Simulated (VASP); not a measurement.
# Na2YCuCl6 (Fm-3m) in VASP: single point with PBEsol

Aim: the single point of Na2YCuCl6 with PBEsol.

Program: VASP 6.6.1. These are calculated values, not measurements. Logs are shortened: lines on timing, memory, paths and dates and some standing lists are left out, and cuts for length are marked.

## Step 1: The crystal as given

It takes space group Fm-3m (No. 225, cubic). Conventional cell: a = 10.247 Å, b = 10.247 Å, c = 10.247 Å, α = 90.00°, β = 90.00°, γ = 90.00°. Na (site symmetry -43m) has 12 Cl at 3.62 Å as nearest neighbours. Y (site symmetry m-3m) is surrounded by 6 Cl at 2.62 Å. Cu (site symmetry m-3m) has 6 Cl at 2.50 Å as nearest neighbours. Cl (site symmetry 4mm) is surrounded by 1 Cu at 2.50 Å and 1 Y at 2.62 Å.

The cell comes from a database or a generator and needn't be the stable form of this composition.

## Step 2: Single point, PBEsol

Input file INCAR:

```
SYSTEM = Na2YCuCl6
ALGO = Fast
EDIFF = 1E-7
ENCUT = 520
GGA = PS
ISIF = 2
ISMEAR = 0
LASPH = .TRUE.
LCHARG = .FALSE.
LREAL = .FALSE.
LWAVE = .FALSE.
NBANDS = 50
NELM = 100
PREC = Accurate
SIGMA = 0.01
```

Input file KPOINTS:

```
k-points
0
G
  3 3 3
  0 0 0
```

Input file POSCAR:

```
Na2YCuCl6
1.0
    0.0000000000      5.1236170000      5.1236170000
    5.1236170000      0.0000000000      5.1236170000
    5.1236170000      5.1236170000      0.0000000000
Na Y Cu Cl
2 1 1 6
Direct
    0.7500000000      0.7500000000      0.7500000000
    0.2500000000      0.2500000000      0.2500000000
    0.0000000000      0.0000000000      0.0000000000
    0.5000000000      0.5000000000      0.5000000000
    0.7443940000      0.2556060000      0.2556060000
    0.2556060000      0.2556060000      0.7443940000
    0.2556060000      0.7443940000      0.7443940000
    0.2556060000      0.7443940000      0.2556060000
    0.7443940000      0.2556060000      0.7443940000
    0.7443940000      0.7443940000      0.2556060000
```

Potentials or basis: VASP PAW PBE potentials, release 64 (Na_pv, Y_sv, Cu, Cl).

Command:

```
> cat potpaw_PBE.64/Na_pv/POTCAR potpaw_PBE.64/Y_sv/POTCAR potpaw_PBE.64/Cu/POTCAR potpaw_PBE.64/Cl/POTCAR > POTCAR
> mpirun -np 1 vasp_std > vasp.out
```

OUTCAR:

```text
SYSTEM = Na2YCuCl6
   EDIFF = 1E-7
   ENCUT = 520
   GGA = PS
   ISIF = 2
   ISMEAR = 0
   LASPH = .TRUE.
   LREAL = .FALSE.
   NELM = 100
   PREC = Accurate

 ion  position               nearest neighbor table
   1  0.750  0.750  0.750-
   2  0.250  0.250  0.250-
   3  0.000  0.000  0.000-   5 2.62   6 2.62   7 2.62   8 2.62   9 2.62  10 2.62
   4  0.500  0.500  0.500-   5 2.50   6 2.50   7 2.50   8 2.50   9 2.50  10 2.50
   5  0.744  0.256  0.256-   4 2.50   3 2.62
   6  0.256  0.256  0.744-   4 2.50   3 2.62
   7  0.256  0.744  0.744-   4 2.50   3 2.62
   8  0.256  0.744  0.256-   4 2.50   3 2.62
   9  0.744  0.256  0.744-   4 2.50   3 2.62
  10  0.744  0.744  0.256-   4 2.50   3 2.62

  LATTYP: Found a face centered cubic cell.
 ALAT       =    10.2472340000

  Lattice vectors:

 A1 = (   0.0000000000,   5.1236170000,   5.1236170000)
 A2 = (   5.1236170000,   0.0000000000,   5.1236170000)
 A3 = (   5.1236170000,   5.1236170000,   0.0000000000)

Analysis of symmetry for initial positions (statically):
=====================================================================
 Subroutine PRICEL returns:
 Original cell was already a primitive cell.

 Routine SETGRP: Setting up the symmetry group for a
 face centered cubic supercell.

 Subroutine GETGRP returns: Found 48 space group operations
 (whereof 48 operations were pure point group operations)
 out of a pool of 48 trial point group operations.

The static configuration has the point symmetry O_h .

Analysis of symmetry for dynamics (positions and initial velocities):
=====================================================================
 Subroutine PRICEL returns:
 Original cell was already a primitive cell.

 Routine SETGRP: Setting up the symmetry group for a
 face centered cubic supercell.

 Subroutine GETGRP returns: Found 48 space group operations
 (whereof 48 operations were pure point group operations)
 out of a pool of 48 trial point group operations.

The dynamic configuration has the point symmetry O_h .

 Subroutine INISYM returns: Found 48 space group operations
 (whereof 48 operations are pure point group operations),
 and found     1 'primitive' translations
[... 93 lines left out ...]
   NSW    =      0    number of steps for IOM
   IBRION =     -1    ionic relax: 0-MD 1-quasi-New 2-CG
   NFREE  =      0    steps in history (QN), initial steepest desc. (CG)
   ISIF   =      2    stress and relaxation
   ISYM   =      2    0-nonsym 1-usesym 2-fastsym
   POTIM  = 0.5000    time-step for ionic-motion
   TEBEG  =    0.0;   TEEND  =   0.0 temperature during run
   PSTRESS=    0.0 pullay stress
   NELECT =      78.0000    total number of electrons
   NUPDOWN=      -1.0000    fix difference up-down
   EMIN   =  10.00;   EMAX   =-10.00  energy-range for DOS
   EFERMI =   0.00;   METHOD = LEGACY
   ISMEAR =     0;   SIGMA  =   0.01  broadening in eV -4-tet -1-fermi 0-gaus
   EFERMI_NEDOS =   21; number of points for ismear=-14 and -15
   IALGO  =     68    algorithm
   IMIX   =      4    mixing-type and parameters
     AMIX     =   0.40;   BMIX     =  1.00
     AMIX_MAG =   1.60;   BMIX_MAG =  1.00
  volume/ion in A,a.u.               =      26.90       181.53
  Fermi-wavevector in a.u.,A,eV,Ry     =   1.083560  2.047632 15.974637  1.174103
  Thomas-Fermi vector in A             =   2.219629
   LORBIT       =      0    0 simple, 1 ext, 2 COOP (PROOUT), +10 PAW based schemes
   GGA     = PS    functional components
   LHFCALC =     F    Hartree Fock is set to
   AEXX    =    0.0000 exact exchange contribution
   IVDW    =     0    specifies the selected vdW correction
   LEPSILON=     F    determine dielectric tensor
   LRPA    =     F    only Hartree local field effects (RPA)
 non-spin polarized calculation
 RMM-DIIS sequential band-by-band and
 Gauss-broadening in eV      SIGMA  =   0.01
  energy-cutoff  :      520.00
  volume of cell :      269.00
 maximum number of plane-waves:      7343
 NGX is ok and might be reduce to    54
   NGX = 27   NGY = 27   NGZ = 27

 number of electron      78.0000009 magnetization

 Free energy of the ion-electron system (eV)
  ---------------------------------------------------
  ext. energy  EPLUGINS =         0.00000000
  ---------------------------------------------------
  free energy    TOTEN  =       -41.49594483 eV

  energy without entropy =      -41.49594483  energy(sigma->0) =      -41.49594483

 E-fermi :   1.9363     XC(G=0):  -8.0589

 val. band max:        1.8215449374   @ k =   0.3333   0.0000   0.0000
 cond. band min:       3.4386579368   @ k =   0.0000   0.0000   0.0000
 fundamental gap:      1.6171129994
 Fermi energy:         1.9362687263

 k-point     1 :       0.0000    0.0000    0.0000
  band No.  band energies     occupation
      1     -40.9406      2.00000
      2     -23.0954      2.00000
      3     -23.0954      2.00000
      4     -23.0954      2.00000
      5     -23.0951      2.00000
      6     -23.0951      2.00000
[... 201 lines left out ...]
     49       7.3456      0.00000
     50       7.5343      0.00000

------------------------ aborting loop because EDIFF is reached ----------------------------------------

  FORCE on cell =-STRESS in cart. coord.  units (eV):
  Direction    XX          YY          ZZ          XY          YZ          ZX
  --------------------------------------------------------------------------------------
  -------------------------------------------------------------------------------------
  Total       -2.9950723     -2.9950723     -2.9950723      0.0000000      0.0000000     -0.0000000
  in kB      -17.8384830    -17.8384830    -17.8384830      0.0000000      0.0000000     -0.0000000
  external PRESSURE =     -17.8384830 kB  Pullay stress =       0.0000000 kB

 VOLUME and BASIS-vectors are now :
 -----------------------------------------------------------------------------
  energy-cutoff  :      520.00
  volume of cell :      269.00
      direct lattice vectors                 reciprocal lattice vectors
     0.000000000  5.123617000  5.123617000    -0.097587310  0.097587310  0.097587310
     5.123617000  0.000000000  5.123617000     0.097587310 -0.097587310  0.097587310
     5.123617000  5.123617000  0.000000000     0.097587310  0.097587310 -0.097587310

 POSITION                                       TOTAL-FORCE (eV/Angst)
 -----------------------------------------------------------------------------------
      7.68543      7.68543      7.68543        -0.000000     -0.000000      0.000000
      2.56181      2.56181      2.56181        -0.000000      0.000000      0.000000
      0.00000      0.00000      0.00000        -0.000000      0.000000      0.000000
      5.12362      5.12362      5.12362        -0.000000      0.000000      0.000000
      2.61925      5.12362      5.12362        -0.009522      0.000000      0.000000
      5.12362      5.12362      2.61925        -0.000000      0.000000     -0.009522
      7.62798      5.12362      5.12362         0.009522      0.000000      0.000000
      5.12362      2.61925      5.12362        -0.000000     -0.009522      0.000000
      5.12362      7.62798      5.12362        -0.000000      0.009522      0.000000
      5.12362      5.12362      7.62798        -0.000000      0.000000      0.009522
 -----------------------------------------------------------------------------------
    total drift:                                0.000000      0.000000      0.000000

  FREE ENERGIE OF THE ION-ELECTRON SYSTEM (eV)
  ---------------------------------------------------
  free  energy   TOTEN  =       -41.4959448260 eV

  energy  without entropy=      -41.4959448260  energy(sigma->0) =      -41.49594483
```

stdout:

```text
POSCAR found type information on POSCAR NaY CuCl
 POSCAR found :  4 types and      10 ions
 scaLAPACK will be used
 -----------------------------------------------------------------------------
[... 35 lines left out ...]
 num prob  num prob  num prob  num prob  num prob  num prob RMM:  45    -0.414959445699E+02   -0.14412E-06   -0.16271E-06   352   0.392E-03    0.108E-03
 num prob  num prob  num prob  num prob  num prob  num prob  num prob  num prob  num prob RMM:  46    -0.414959446636E+02   -0.93726E-07   -0.11755E-06   320   0.345E-03    0.134E-03
 num prob  num prob  num prob  num prob  num prob  num prob  num prob  num prob  num prob RMM:  47    -0.414959447571E+02   -0.93491E-07   -0.11293E-06   318   0.337E-03    0.161E-03
 num prob  num prob  num prob  num prob  num prob  num prob  num prob  num prob  num prob  num prob RMM:  48    -0.414959448260E+02   -0.68876E-07   -0.81808E-07   307   0.322E-03
```

It took 3 min on 1 thread of Intel Xeon 6975P-C (Granite Rapids), shared host; peak memory 0.44 GiB.

Results:

```
Free energy            : -41.4959 eV
Pressure               : -1.8 GPa
Largest force          : 0.010 eV/Å
Band gap on the k mesh : 1.62 eV, indirect (least direct gap 1.82 eV)
```

Forces on the atoms (eV/Å):
```
Na   0.000  0.000  0.000
Na   0.000  0.000  0.000
Y    0.000  0.000  0.000
Cu   0.000  0.000  0.000
Cl  -0.010  0.000  0.000
Cl   0.000  0.000 -0.010
Cl   0.010  0.000  0.000
Cl   0.000 -0.010  0.000
Cl   0.000  0.010  0.000
Cl   0.000  0.000  0.010
```

Caveat: the PAW data sets were made with another functional, which shifts forces and pressure a little; an odd mesh through Γ misses points on the zone boundary, where band edges often lie.
